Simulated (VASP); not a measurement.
VASP runs on MoS₂ (space group R3m) share one base input (PBE GGA, plane waves, VASP's PBE PAW potentials (set 64)) and change the settings named in each case.

### KPOINTS
```
Automatic
0
G
  10 10 10
```

### POSCAR
```
MoS2
1
    1.5814830000     0.9130690000     6.4386700000
   -1.5814830000     0.9130690000     6.4386700000
    0.0000000000    -1.8261380000     6.4386700000
Mo S
1 2
Direct
  0.9997800000   0.9997800000   0.9997800000
  0.4129370000   0.4129370000   0.4129370000
  0.2533030000   0.2533030000   0.2533030000
```

**INCAR**
```
# general
SYSTEM   =  MoS2
PREC     =  Accurate
ENCUT    =  300
LREAL    =  .FALSE.   # projection in real space or not
LASPH    =  .TRUE.

# electronic loop
EDIFF    =  1E-6
NELM     =  100
ALGO     =  Normal   # blocked Davidson
LMAXMIX  =  4   # l cut-off of mixed one-centre charges

# smearing
ISMEAR   =  0
SIGMA    =  0.01

# functional
GGA      =  PE   # PBE

# ions
ISIF     =  2   # forces and stress, cell fixed

# output
LWAVE    =  .FALSE.
LCHARG   =  .FALSE.
```

POTCAR, in this order: Mo_sv S (PBE.64 set). Program: vasp_std.

```csv
change,E(σ→0) (eV/atom),pressure (GPa),largest force (eV/Å),gap on the mesh (eV),−TS (eV)
base run,-7.2700,3.83,0.494,1.20,0.0000
"EDIFF = 1E-09, ENCUT = 420, KPOINTS 14×14×14 Γ-centred mesh",-7.2728,(withheld),(withheld),(withheld),0.0000
"ENCUT = 240, SIGMA = 0.5, KPOINTS 2×2×2 Γ-centred mesh",-6.9568,1.35,0.953,1.48,-0.0177
"EDIFF = 1E-04, ENCUT = 180, KPOINTS 1×1×1 Γ-centred mesh",-3.9245,-53.16,4.477,-,0.0000
"ENCUT = 210, KPOINTS 8×8×8 Γ-centred mesh",-7.2047,-14.09,0.455,1.26,0.0000
"EDIFF = 1E-03, ENCUT = 150, KPOINTS 8×8×8 Γ-centred mesh",-6.3255,-153.85,0.151,1.18,0.0000
"ENCUT = 150, KPOINTS 4×4×4 Γ-centred mesh shifted by (0.5, 0.5, 0.5)",-6.3899,-153.17,0.176,1.57,0.0000
"AEXX = 0.2, AGGAC = 0.81, AGGAX = 0.72, ALDAC = 0.19, GGA = B3, HFRCUT = -1, ISYM = 3, LHFCALC = .TRUE., PRECFOCK = Fast, KPOINTS 4×4×4 Γ-centred mesh",-8.3262,4.56,0.422,2.58,0.0000
"AEXX = 0.25, HFSCREEN = 0.2, ISYM = 3, LHFCALC = .TRUE., PRECFOCK = Fast, KPOINTS 4×4×4 Γ-centred mesh",-8.7676,-1.34,0.073,2.03,0.0000
```

**Question.** Complete the blanks.

**Answer.** 
- EDIFF = 1E-09, ENCUT = 420, KPOINTS 14×14×14 Γ-centred mesh, pressure (GPa): 4.02
- EDIFF = 1E-09, ENCUT = 420, KPOINTS 14×14×14 Γ-centred mesh, largest force (eV/Å): 0.486
- EDIFF = 1E-09, ENCUT = 420, KPOINTS 14×14×14 Γ-centred mesh, gap on the mesh (eV): 1.17

Energies of different potentials or functionals have different zeros.  At 300 eV the pressure can carry a Pulay error.

Left out are runs that ran out of time, are held back, or changed the cell or the kind of run, fixed moments of cells without a moment, rows past the twelfth, gaps on odd meshes, pressures of charged cells and columns that move by less than the noise.

The structure comes from a computed database's MoS2 entry; how it stands against other phases isn't given here. The cell was not relaxed at this level, forces remain on its atoms, its lattice was scaled by up to 2.5 %.
